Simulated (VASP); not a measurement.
A VASP calculation is set up with these files.

**KPOINTS**
```
Automatic mesh
0
Gamma
2 3 1
0 0 0
```

File POSCAR:
```
CsSnI3
1
   10.5976700000     0.0000000000     0.0000000000
    0.0000000000     4.7827700000     0.0000000000
    0.0000000000     0.0000000000    17.9646000000
Cs Sn I
4 4 12
Direct
  0.5841500000   0.2500000000   0.1699000000
  0.4158500000   0.7500000000   0.8301000000
  0.9158500000   0.7500000000   0.6699000000
  0.0841500000   0.2500000000   0.3301000000
  0.8413600000   0.2500000000   0.9381000000
  0.1586400000   0.7500000000   0.0619000000
  0.6586400000   0.7500000000   0.4381000000
  0.3413600000   0.2500000000   0.5619000000
  0.5268500000   0.7500000000   0.6156000000
  0.4731500000   0.2500000000   0.3844000000
  0.9731500000   0.2500000000   0.1156000000
  0.0268500000   0.7500000000   0.8844000000
  0.7940100000   0.7500000000   0.2913600000
  0.2059900000   0.2500000000   0.7086400000
  0.7059900000   0.2500000000   0.7913600000
  0.2940100000   0.7500000000   0.2086400000
  0.6661100000   0.7500000000   0.9986300000
  0.3338900000   0.2500000000   0.0013700000
  0.8338900000   0.2500000000   0.4986300000
  0.1661100000   0.7500000000   0.5013700000
```

INCAR:
```
# general
SYSTEM   =  CsSnI3
PREC     =  Accurate
ENCUT    =  300
LREAL    =  Auto
LASPH    =  T   # aspherical one-centre terms

# electronic loop
EDIFF    =  1E-6
NELM     =  100   # most electronic steps
ALGO     =  Normal   # blocked Davidson
LMAXMIX  =  4   # l cut-off of mixed one-centre charges

# smearing
ISMEAR   =  0
SIGMA    =  0.01

# functional
GGA      =  PS

# ions
ISIF     =  2   # forces and stress, cell fixed

# output
LWAVE    =  F
LCHARG   =  F
```

POTCAR, in this order: Cs_sv Sn_d I (PBE.64 set). Program: vasp_std.

### Question
Write an equivalent input for Quantum ESPRESSO's pw.x.

### Answer
One equivalent input (not run):
```
&CONTROL
  calculation = 'scf'
  pseudo_dir = './pseudo'
  outdir = './out'
  tprnfor = .true.
  tstress = .true.
/
&SYSTEM
  ibrav = 0
  nat = 20
  ntyp = 3
  ecutwfc = 72
  occupations = 'smearing'
  smearing = 'gaussian'
  degauss = 0.000735
  input_dft = 'pbesol'
/
&ELECTRONS
  conv_thr = 7.3e-08
  electron_maxstep = 100
/
ATOMIC_SPECIES
  Cs 132.905 Cs.upf
  Sn 118.710 Sn.upf
  I 126.904 I.upf
CELL_PARAMETERS angstrom
    10.5976700    0.0000000    0.0000000
     0.0000000    4.7827700    0.0000000
     0.0000000    0.0000000   17.9646000
ATOMIC_POSITIONS crystal
  Cs   0.5841500  0.2500000  0.1699000
  Cs   0.4158500  0.7500000  0.8301000
  Cs   0.9158500  0.7500000  0.6699000
  Cs   0.0841500  0.2500000  0.3301000
  Sn   0.8413600  0.2500000  0.9381000
  Sn   0.1586400  0.7500000  0.0619000
  Sn   0.6586400  0.7500000  0.4381000
  Sn   0.3413600  0.2500000  0.5619000
  I    0.5268500  0.7500000  0.6156000
  I    0.4731500  0.2500000  0.3844000
  I    0.9731500  0.2500000  0.1156000
  I    0.0268500  0.7500000  0.8844000
  I    0.7940100  0.7500000  0.2913600
  I    0.2059900  0.2500000  0.7086400
  I    0.7059900  0.2500000  0.7913600
  I    0.2940100  0.7500000  0.2086400
  I    0.6661100  0.7500000  0.9986300
  I    0.3338900  0.2500000  0.0013700
  I    0.8338900  0.2500000  0.4986300
  I    0.1661100  0.7500000  0.5013700
K_POINTS automatic
  2 3 1 0 0 0
```
What does not carry over: the potentials are each code's own (VASP's PAW set, PseudoDojo norm-conserving files in pw.x), so ENCUT and ecutwfc are chosen apart and not converted; conv_thr bounds pw.x's estimated SCF error, while EDIFF bounds the energy change between steps.

The structure comes from a computed database's CsSnI3 entry; how it stands against other phases isn't given here. The cell was not relaxed at this level. The k-mesh is coarse (spacing up to 0.44 per Å, 2π included), so the numbers may not be converged in it.
